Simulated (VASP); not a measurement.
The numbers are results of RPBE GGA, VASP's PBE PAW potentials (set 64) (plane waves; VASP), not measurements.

A VASP calculation is set up with these files.

POSCAR:
```
PtS2
1
    1.8159570838    -3.1453300075     0.0000000000
    1.8159570838     3.1453300075     0.0000000000
    0.0000000000     0.0000000000     7.1898961619
Pt S
1 2
Direct
  0.0000000000   0.0000000000   0.0000000000
  0.3333330000   0.6666670000   0.1724655622
  0.6666670000   0.3333330000   0.8275344378
```

**INCAR**
```
SYSTEM = PtS2
PREC = Accurate
ENCUT = 520
EDIFF = 1E-7
NELM = 100
ALGO = Normal
LREAL = .FALSE.
LASPH = .TRUE.
ISMEAR = 0
SIGMA = 0.05
GGA = RP
LMAXMIX = 6
LWAVE = .FALSE.
LCHARG = .FALSE.
ISIF = 4
IBRION = 2
NSW = 30
EDIFFG = -0.01
```

### KPOINTS
```
K-points
0
G
  7 7 3
0 0 0
```

POTCAR, in this order: Pt S (PBE.64 set). Program: vasp_std.

The run wrote:

OUTCAR:
```
 ion  position               nearest neighbor table
   1  0.000  0.000  0.000-   2 2.44   3 2.44   3 2.44   2 2.44   3 2.44   2 2.44
   2  0.333  0.667  0.172-   1 2.44   1 2.44   1 2.44
   3  0.667  0.333  0.828-   1 2.44   1 2.44   1 2.44
  LATTYP: Found a hexagonal cell.
 ALAT       =     3.6319142317
 C/A-ratio  =     1.9796437094
 Subroutine PRICEL returns:
 Original cell was already a primitive cell.
 Subroutine GETGRP returns: Found 12 space group operations
The static configuration has the point symmetry D_3d.
The dynamic configuration has the point symmetry D_3d.
 Subroutine INISYM returns: Found 12 space group operations
 Subroutine IBZKPT returns following result:
 Found     20 irreducible k-points:

 Following reciprocal coordinates:
            Coordinates               Weight
  0.000000  0.000000  0.000000      1.000000
  0.142857  0.000000  0.000000      6.000000
  0.285714  0.000000  0.000000      6.000000
  0.428571  0.000000  0.000000      6.000000
  0.142857  0.142857  0.000000      6.000000
  0.285714  0.142857  0.000000     12.000000
  0.428571  0.142857  0.000000      6.000000
...
```

### OSZICAR
```
       N       E                     dE             d eps       ncg     rms          rms(c)
DAV:   1     0.133330940343E+03    0.13333E+03   -0.99845E+03   600   0.125E+03
DAV:   2    -0.789537084497E+01   -0.14123E+03   -0.13768E+03   775   0.239E+02
DAV:   3    -0.154415509170E+02   -0.75462E+01   -0.75006E+01   761   0.612E+01
DAV:   4    -0.155685242794E+02   -0.12697E+00   -0.12688E+00   827   0.841E+00
DAV:   5    -0.155716512836E+02   -0.31270E-02   -0.31268E-02   790   0.126E+00    0.162E+01
DAV:   6    -0.145484136045E+02    0.10232E+01   -0.78928E+00   607   0.289E+01    0.113E+01
DAV:   7    -0.142780582766E+02    0.27036E+00   -0.14849E+00   614   0.136E+01    0.542E+00
DAV:   8    -0.142710388288E+02    0.70194E-02   -0.12149E-01   733   0.246E+00    0.116E+00
DAV:   9    -0.142650734450E+02    0.59654E-02   -0.18376E-02   775   0.154E+00    0.294E-01
DAV:  10    -0.142654566275E+02   -0.38318E-03   -0.34369E-03   817   0.405E-01    0.780E-02
DAV:  11    -0.142655142106E+02   -0.57583E-04   -0.12448E-04   854   0.103E-01    0.483E-02
DAV:  12    -0.142655232101E+02   -0.89995E-05   -0.32499E-05   789   0.487E-02    0.170E-02
DAV:  13    -0.142655254077E+02   -0.21977E-05   -0.72556E-06   831   0.212E-02    0.463E-03
DAV:  14    -0.142655259016E+02   -0.49389E-06   -0.67853E-07   712   0.708E-03    0.154E-03
DAV:  15    -0.142655260349E+02   -0.13327E-06   -0.24630E-08   601   0.121E-03    0.411E-04
DAV:  16    -0.142655260656E+02   -0.30699E-07   -0.27592E-08   503   0.145E-03
   1 F= -.14265526E+02 E0= -.14265526E+02  d E =-.142655E+02
       N       E                     dE             d eps       ncg     rms          rms(c)
DAV:   1    -0.142782145396E+02   -0.12689E-01   -0.11280E+00   600   0.662E+00    0.850E-01
DAV:   2    -0.142790641716E+02   -0.84963E-03   -0.50177E-02   656   0.178E+00    0.323E-01
DAV:   3    -0.142779304761E+02    0.11337E-02   -0.18543E-03   905   0.395E-01    0.187E-01
DAV:   4    -0.142774081222E+02    0.52235E-03   -0.22271E-03   775   0.293E-01    0.723E-02
DAV:   5    -0.142773535175E+02    0.54605E-04   -0.23480E-04   782   0.115E-01    0.366E-02
DAV:   6    -0.142773158249E+02    0.37693E-04   -0.49849E-05   803   0.444E-02    0.174E-02
DAV:   7    -0.142773004075E+02    0.15417E-04   -0.16147E-05   824   0.273E-02    0.332E-03
DAV:   8    -0.142772985592E+02    0.18483E-05   -0.25959E-06   818   0.116E-02    0.426E-03
DAV:   9    -0.142772978757E+02    0.68351E-06   -0.76533E-07   824   0.656E-03    0.111E-03
DAV:  10    -0.142772977470E+02    0.12863E-06   -0.11044E-07   631   0.279E-03    0.344E-04
DAV:  11    -0.142772977426E+02    0.43856E-08   -0.12871E-08   566   0.114E-03
   2 F= -.14277298E+02 E0= -.14277298E+02  d E =-.117717E-01
       N       E                     dE             d eps       ncg     rms          rms(c)
DAV:   1    -0.142840956385E+02   -0.67979E-02   -0.15406E+00   600   0.774E+00    0.102E+00
DAV:   2    -0.142852463279E+02   -0.11507E-02   -0.68512E-02   642   0.208E+00    0.387E-01
DAV:   3    -0.142836992665E+02    0.15471E-02   -0.25335E-03   919   0.458E-01    0.222E-01
DAV:   4    -0.142829758989E+02    0.72337E-03   -0.31130E-03   768   0.345E-01    0.842E-02
DAV:   5    -0.142828964491E+02    0.79450E-04   -0.32556E-04   782   0.134E-01    0.428E-02
DAV:   6    -0.142828411361E+02    0.55313E-04   -0.69395E-05   817   0.522E-02    0.203E-02
DAV:   7    -0.142828170772E+02    0.24059E-04   -0.24629E-05   803   0.329E-02    0.399E-03
DAV:   8    -0.142828139696E+02    0.31076E-05   -0.40649E-06   811   0.145E-02    0.515E-03
DAV:   9    -0.142828128965E+02    0.10732E-05   -0.12223E-06   817   0.787E-03    0.149E-03
DAV:  10    -0.142828127094E+02    0.18710E-06   -0.17486E-07   647   0.331E-03    0.418E-04
DAV:  11    -0.142828127057E+02    0.36566E-08   -0.19200E-08   573   0.136E-03
   3 F= -.14282813E+02 E0= -.14282813E+02  d E =-.172866E-01
       N       E                     dE             d eps       ncg     rms          rms(c)
DAV:   1    -0.142828729574E+02   -0.60248E-04   -0.15823E-02   600   0.781E-01    0.981E-02
DAV:   2    -0.142828847830E+02   -0.11826E-04   -0.70064E-04   628   0.211E-01    0.395E-02
DAV:   3    -0.142828690836E+02    0.15699E-04   -0.27680E-05   919   0.473E-02    0.239E-02
DAV:   4    -0.142828624938E+02    0.65898E-05   -0.28804E-05   754   0.334E-02    0.822E-03
DAV:   5    -0.142828612942E+02    0.11996E-05   -0.32333E-06   817   0.130E-02    0.454E-03
DAV:   6    -0.142828606083E+02    0.68587E-06   -0.70655E-07   817   0.490E-03    0.207E-03
DAV:   7    -0.142828602581E+02    0.35022E-06   -0.20919E-07   680   0.290E-03    0.401E-04
DAV:   8    -0.142828601875E+02    0.70650E-07   -0.44324E-08   636   0.160E-03
   4 F= -.14282860E+02 E0= -.14282860E+02  d E =-.173341E-01
       N       E                     dE             d eps       ncg     rms          rms(c)
DAV:   1    -0.142870155371E+02   -0.41553E-02   -0.14557E-01   621   0.276E+00    0.361E-01
DAV:   2    -0.142845767821E+02    0.24388E-02   -0.70357E-03   635   0.756E-01    0.174E-01
DAV:   3    -0.142840551324E+02    0.52165E-03   -0.12818E-03   775   0.294E-01    0.779E-02
DAV:   4    -0.142838163337E+02    0.23880E-03   -0.52276E-04   754   0.149E-01    0.421E-02
DAV:   5    -0.142837555660E+02    0.60768E-04   -0.82209E-05   789   0.582E-02    0.147E-02
DAV:   6    -0.142837361985E+02    0.19368E-04   -0.15180E-05   846   0.267E-02    0.678E-03
DAV:   7    -0.142837284956E+02    0.77028E-05   -0.75079E-06   796   0.173E-02    0.420E-03
DAV:   8    -0.142837270086E+02    0.14870E-05   -0.14745E-06   831   0.866E-03    0.179E-03
DAV:   9    -0.142837268685E+02    0.14006E-06   -0.15761E-07   639   0.287E-03    0.524E-04
DAV:  10    -0.142837268719E+02   -0.33942E-08   -0.21904E-08   615   0.135E-03
   5 F= -.14283727E+02 E0= -.14283727E+02  d E =-.866684E-03
       N       E                     dE             d eps       ncg     rms          rms(c)
DAV:   1    -0.142848132689E+02   -0.10864E-02   -0.42817E-02   621   0.150E+00    0.195E-01
DAV:   2    -0.142841020594E+02    0.71121E-03   -0.20593E-03   635   0.410E-01    0.940E-02
DAV:   3    -0.142839493038E+02    0.15276E-03   -0.37658E-04   775   0.160E-01    0.421E-02
DAV:   4    -0.142838791147E+02    0.70189E-04   -0.15334E-04   740   0.810E-02    0.228E-02
DAV:   5    -0.142838598507E+02    0.19264E-04   -0.24825E-05   803   0.314E-02    0.793E-03
DAV:   6    -0.142838537316E+02    0.61191E-05   -0.44999E-06   839   0.143E-02    0.369E-03
DAV:   7    -0.142838512232E+02    0.25084E-05   -0.22798E-06   803   0.928E-03    0.226E-03
DAV:   8    -0.142838507114E+02    0.51173E-06   -0.42940E-07   753   0.460E-03    0.929E-04
DAV:   9    -0.142838506544E+02    0.57048E-07   -0.53735E-08   637   0.177E-03
   6 F= -.14283851E+02 E0= -.14283851E+02  d E =-.990467E-03
```

OUTCAR:
```
------------------------ aborting loop because EDIFF is reached ----------------------------------------
  FORCE on cell =-STRESS in cart. coord.  units (eV):
  Direction    XX          YY          ZZ          XY          YZ          ZX
  --------------------------------------------------------------------------------------
  Total       -0.0121882     -0.0121882     -0.0130932      0.0000000      0.0000000      0.0000000
  in kB       -0.2377534     -0.2377534     -0.2554063      0.0000000      0.0000000      0.0000000
  external PRESSURE =      -0.2436377 kB  Pullay stress =       0.0000000 kB
  volume of cell :       82.13
      direct lattice vectors                 reciprocal lattice vectors
     1.797607611 -3.113547778 -0.000000000     0.278147465 -0.160588510  0.000000000
     1.797607611  3.113547778  0.000000000     0.278147465  0.160588510  0.000000000
    -0.000000000 -0.000000000  7.337430228     0.000000000 -0.000000000  0.136287497
 POSITION                                       TOTAL-FORCE (eV/Angst)
 -----------------------------------------------------------------------------------
      3.59522     -0.00000      0.00000        -0.000000      0.000000      0.000000
      1.79761      1.03785      1.22945         0.000000      0.000000      0.001370
      1.79761     -1.03785      6.10798        -0.000000     -0.000000     -0.001370
 -----------------------------------------------------------------------------------
    total drift:                                0.000000      0.000000      0.000000
  FREE ENERGIE OF THE ION-ELECTRON SYSTEM (eV)
  ---------------------------------------------------
  free  energy   TOTEN  =       -14.2838506544 eV

  energy  without entropy=      -14.2838506544  energy(sigma->0) =      -14.28385065

 reached required accuracy - stopping structural energy minimisation
```
(Selected blocks of OUTCAR.)

**CONTCAR**
```
PtS2
   1.00000000000000
     1.7976076108155898   -3.1135477784512759   -0.0000000000000000
     1.7976076108155898    3.1135477784512759    0.0000000000000000
    -0.0000000000000000   -0.0000000000000001    7.3374302282953545
  Pt              S
     1     2
Direct
     1.0000000000000000    1.0000000000000000    0.0000000000000000
     0.3333330000000032    0.6666669999999968    0.1675585363558608
     0.6666669999999968    0.3333330000000032    0.8324414636441392
```

Without a dispersion term in the relaxation, distances and binding between the weakly bound layers, chains or molecules are unreliable, and so is what depends on them.

The compound is PtS2 in the 1T layered structure. This cell is one point of a volume scan, at 1.03 of the reference volume. Symmetry was kept, so distortions that lower it aren't found.
